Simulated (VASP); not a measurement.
Consider the following.

```
CELL_PARAMETERS angstrom
      2.00574     1.15802     6.54015
     -2.00574     1.15802     6.54015
      0.00000    -2.31603     6.54015
ATOMIC_POSITIONS crystal
  Al 0.99972 0.99972 0.99972
  Ga 0.50014 0.50014 0.50014
  As 0.12501 0.12501 0.12501
  As 0.62514 0.62514 0.62514
```

All values below come from PBEsol GGA, VASP's PBE PAW potentials (set 64) (plane waves; VASP). Numerical set-up: 400 eV cut-off, 7×7×7 Γ-centred mesh, tetrahedra with Blöchl corrections, potentials Al Ga_d As.

### Question
Predict the energy per atom (σ→0), band gap (on the k-mesh) with the smallest direct gap where there is one.

### Answer

```yaml
band gap (on the k-mesh): 0.82 eV
smallest direct gap (on the k-mesh): 0.82 eV
energy per atom (σ→0): -4.784 eV/atom
```

The absolute energy has meaning only against runs of the same code, potentials and settings.

The structure comes from a computed database's AlGaAs2 entry (R3m); how it stands against other phases isn't given here. It was relaxed first.
